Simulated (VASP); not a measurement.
These are revPBE GGA, VASP's PBE PAW potentials (set 64) (plane waves; VASP 6.6.1) values and carry that method's errors.

A VASP calculation is set up with these files.

**INCAR**
```
SYSTEM = Cd
PREC = Accurate; ENCUT = 520; LREAL = F
LASPH = T
EDIFF = 1E-7; NELM = 100; ALGO = Normal
LMAXMIX = 4
ISMEAR = 1; SIGMA = 0.1
GGA = RE
IBRION = 2; NSW = 30; ISIF = 4
EDIFFG = -0.01
LWAVE = F; LCHARG = F
```

File KPOINTS:
```
Automatic
0
gamma
  14 14 6
```

File POSCAR:
```
Cd
1
    1.5064000825    -2.6091617909     0.0000000000
    1.5064000825     2.6091617909     0.0000000000
    0.0000000000     0.0000000000     5.9790203643
Cd
2
Direct
  0.3333330000   0.6666670000   0.2500000000
  0.6666670000   0.3333330000   0.7500000000
```

POTCAR, in this order: Cd (PBE.64 set). Program: vasp_std.

Output of the run:

OSZICAR:
```
       N       E                     dE             d eps       ncg     rms          rms(c)
DAV:   1     0.165910014213E+03    0.16591E+03   -0.13309E+04  3072   0.148E+03
DAV:   2     0.263732765124E+01   -0.16327E+03   -0.15920E+03  3160   0.369E+02
DAV:   3    -0.875479886761E+00   -0.35128E+01   -0.35096E+01  3792   0.644E+01
DAV:   4    -0.879639100247E+00   -0.41592E-02   -0.41592E-02  3504   0.199E+00
DAV:   5    -0.879652029813E+00   -0.12930E-04   -0.12930E-04  3824   0.100E-01    0.387E+00
DAV:   6    -0.824205190399E+00    0.55447E-01   -0.20189E-01  3264   0.561E+00    0.312E+00
DAV:   7    -0.827225284421E+00   -0.30201E-02   -0.28225E-02  3520   0.174E+00    0.140E+00
DAV:   8    -0.829114547536E+00   -0.18893E-02   -0.40621E-03  3408   0.844E-01    0.927E-02
DAV:   9    -0.829220803418E+00   -0.10626E-03   -0.62804E-05  3912   0.862E-02    0.376E-02
DAV:  10    -0.829263407314E+00   -0.42604E-04   -0.47466E-05  3384   0.776E-02    0.438E-03
DAV:  11    -0.829263354196E+00    0.53118E-07   -0.50558E-08  3072   0.229E-03
   1 F= -.82926335E+00 E0= -.82908223E+00  d E =-.829263E+00
       N       E                     dE             d eps       ncg     rms          rms(c)
DAV:   1    -0.834440177451E+00   -0.51768E-02   -0.21162E-01  3264   0.422E+00    0.328E-01
DAV:   2    -0.831389662190E+00    0.30505E-02   -0.17690E-03  3296   0.578E-01    0.190E-01
DAV:   3    -0.829915007104E+00    0.14747E-02   -0.26819E-03  3288   0.503E-01    0.568E-02
DAV:   4    -0.829934683776E+00   -0.19677E-04   -0.20715E-04  3312   0.197E-01    0.526E-02
DAV:   5    -0.829934796036E+00   -0.11226E-06   -0.93569E-07  3600   0.140E-02    0.252E-02
DAV:   6    -0.829934697912E+00    0.98123E-07   -0.24487E-06  3296   0.118E-02    0.213E-02
DAV:   7    -0.829934794729E+00   -0.96816E-07   -0.11858E-07  2008   0.405E-03
   2 F= -.82993479E+00 E0= -.82984917E+00  d E =-.671441E-03
       N       E                     dE             d eps       ncg     rms          rms(c)
DAV:   1    -0.835772808401E+00   -0.58381E-02   -0.26742E-01  3224   0.474E+00    0.369E-01
DAV:   2    -0.831938190910E+00    0.38346E-02   -0.22143E-03  3232   0.650E-01    0.215E-01
DAV:   3    -0.830055801869E+00    0.18824E-02   -0.34171E-03  3240   0.572E-01    0.640E-02
DAV:   4    -0.830081444387E+00   -0.25643E-04   -0.26820E-04  3296   0.224E-01    0.604E-02
DAV:   5    -0.830081667166E+00   -0.22278E-06   -0.10410E-06  3608   0.140E-02    0.305E-02
DAV:   6    -0.830081655676E+00    0.11490E-07   -0.31505E-06  3272   0.126E-02    0.272E-02
DAV:   7    -0.830081743683E+00   -0.88007E-07   -0.15818E-07  2048   0.460E-03
   3 F= -.83008174E+00 E0= -.83015983E+00  d E =-.818389E-03
```

OUTCAR:
```
------------------------ aborting loop because EDIFF is reached ----------------------------------------
  FORCE on cell =-STRESS in cart. coord.  units (eV):
  Direction    XX          YY          ZZ          XY          YZ          ZX
  --------------------------------------------------------------------------------------
  Total        0.3655978      0.3655979      0.3885264      0.0000000     -0.0000000      0.0000000
  in kB       12.4627194     12.4627225     13.2443223      0.0000000     -0.0000000      0.0000000
  external PRESSURE =      12.7232547 kB  Pullay stress =       0.0000000 kB
  volume of cell :       47.00
      direct lattice vectors                 reciprocal lattice vectors
     1.512562223 -2.619834948  0.000000000     0.330564913 -0.190851718  0.000000000
     1.512562223  2.619834948  0.000000000     0.330564913  0.190851718  0.000000000
    -0.000000000  0.000000000  5.930402808    -0.000000000  0.000000000  0.168622610
 POSITION                                       TOTAL-FORCE (eV/Angst)
 -----------------------------------------------------------------------------------
      1.51256      0.87328      1.48260        -0.000000     -0.000000      0.000000
      1.51256     -0.87328      4.44780         0.000000      0.000000      0.000000
 -----------------------------------------------------------------------------------
    total drift:                                0.000013      0.000208      0.000001
  FREE ENERGIE OF THE ION-ELECTRON SYSTEM (eV)
  ---------------------------------------------------
  free  energy   TOTEN  =        -0.8300817437 eV

  energy  without entropy=       -0.8303160059  energy(sigma->0) =       -0.83015983

 reached required accuracy - stopping structural energy minimisation
```
(Selected blocks of OUTCAR.)

### CONTCAR
```
Cd
   1.00000000000000
     1.5125622227368940   -2.6198349481010936    0.0000000000000000
     1.5125622227368940    2.6198349481010936    0.0000000000000000
    -0.0000000000000000    0.0000000000000000    5.9304028081387656
  Cd
     2
Direct
     0.3333330000000032    0.6666669999999968    0.2500000000000000
     0.6666669999999968    0.3333330000000032    0.7500000000000000
```

OUTCAR:
```
 val. band max:        2.5410387361   @ k =   0.3571   0.2143   0.0000

 cond. band min:       2.5971070391   @ k =   0.3571   0.2143   0.3333


 Fermi energy:         2.5554621281

 k-point     1 :       0.0000    0.0000    0.0000
  band No.  band energies     occupation
      1      -7.1415      2.00000
      2      -6.9717      2.00000
      3      -6.6173      2.00000
      4      -6.6173      2.00000
      5      -6.5835      2.00000
      6      -6.5835      2.00000
      7      -6.1254      2.00000
      8      -6.1254      2.00000
      9      -5.9566      2.00000
     10      -5.9566      2.00000
     11      -5.7704      2.00000
     12      -0.9396      2.00000
     13      -0.2697      2.00000
     14      11.6350      0.00000
     15      15.6536      0.00000
     16      16.8950      0.00000

 k-point     2 :       0.0714    0.0000    0.0000
  band No.  band energies     occupation
      1      -7.0940      2.00000
      2      -6.9308      2.00000
      3      -6.6341      2.00000
      4      -6.5996      2.00000
      5      -6.5747      2.00000
      6      -6.5420      2.00000
      7      -6.1599      2.00000
      8      -6.1386      2.00000
      9      -6.0119      2.00000
     10      -5.9573      2.00000
     11      -5.6608      2.00000
     12      -0.8614      2.00000
     13      -0.0896      2.00000
     14      11.7921      0.00000
     15      15.0677      0.00000
     16      15.6777      0.00000

 k-point     3 :       0.1429    0.0000    0.0000
  band No.  band energies     occupation
      1      -6.9955      2.00000
      2      -6.8492      2.00000
      3      -6.6747      2.00000
      4      -6.6062      2.00000
      5      -6.4534      2.00000
      6      -6.4240      2.00000
      7      -6.2701      2.00000
      8      -6.1738      2.00000
      9      -6.1391      2.00000
     10      -5.9613      2.00000
     11      -5.3044      2.00000
     12      -0.6137      2.00000
     13       0.4238      2.00000
...
```

The compound is Cd in the hcp structure. This cell is one point of a volume scan, at 0.97 of the reference volume. Symmetry was kept, so distortions that lower it aren't found.
